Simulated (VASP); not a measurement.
An input for Quantum ESPRESSO's pw.x (written as the equivalent of a VASP run, and not itself run):

```
&CONTROL
  calculation = 'scf'
  pseudo_dir = './pseudo'
  outdir = './out'
  tprnfor = .true.
  tstress = .true.
/
&SYSTEM
  ibrav = 0
  nat = 3
  ntyp = 2
  ecutwfc = 84
  occupations = 'smearing'
  smearing = 'gaussian'
  degauss = 0.003675
  input_dft = 'vdw-df-obk8'
/
&ELECTRONS
  conv_thr = 7.3e-09
  electron_maxstep = 100
/
ATOMIC_SPECIES
  Mg 24.305 Mg.upf
  Ge 72.630 Ge.upf
CELL_PARAMETERS angstrom
     0.0000000    3.2524872    3.2524872
     3.2524872    0.0000000    3.2524872
     3.2524872    3.2524872    0.0000000
ATOMIC_POSITIONS crystal
  Mg   0.2500000  0.2500000  0.2500000
  Mg   0.7500000  0.7500000  0.7500000
  Ge   0.0000000  0.0000000  0.0000000
K_POINTS automatic
  6 6 6 0 0 0
```

**Question.** Write the VASP files for the same calculation (optB88-vdW).

**Answer.** One answer among several that fit: 
### KPOINTS
```
Regular mesh
0
gamma
  6 6 6
0 0 0
```

**POSCAR**
```
Mg2Ge
4.5997120
  0.0000000000   0.7071067144   0.7071067144
  0.7071067144   0.0000000000   0.7071067144
  0.7071067144   0.7071067144   0.0000000000
Mg Ge
2 1
Cart
  0.3535533572   0.3535533572   0.3535533572
  1.0606600716   1.0606600716   1.0606600716
  0.0000000000   0.0000000000   0.0000000000
```

INCAR:
```
AGGAC  =  0.0
ALGO  =  Normal
EDIFF  =  1E-7
ENCUT  =  520
GGA  =  BO
ISIF  =  2
ISMEAR  =  0
LASPH  =  T
LCHARG  =  F
LMAXMIX  =  4
LREAL  =  F
LUSE_VDW  =  T
LWAVE  =  F
NELM  =  100
PARAM1  =  0.1833333333
PARAM2  =  0.22
PREC  =  Accurate
SIGMA  =  0.05
SYSTEM  =  Mg2Ge
```

POTCAR, in this order: Mg Ge_d (PBE.64 set). Program: vasp_std.

Limits of the translation: the potentials are each code's own (VASP's PAW set, PseudoDojo norm-conserving files in pw.x), so ENCUT and ecutwfc are chosen apart and not converted; conv_thr bounds pw.x's estimated SCF error, while EDIFF bounds the energy change between steps.

The compound is Mg2Ge in the antifluorite structure. This cell is one point of a volume scan, at 1.06 of the reference volume.
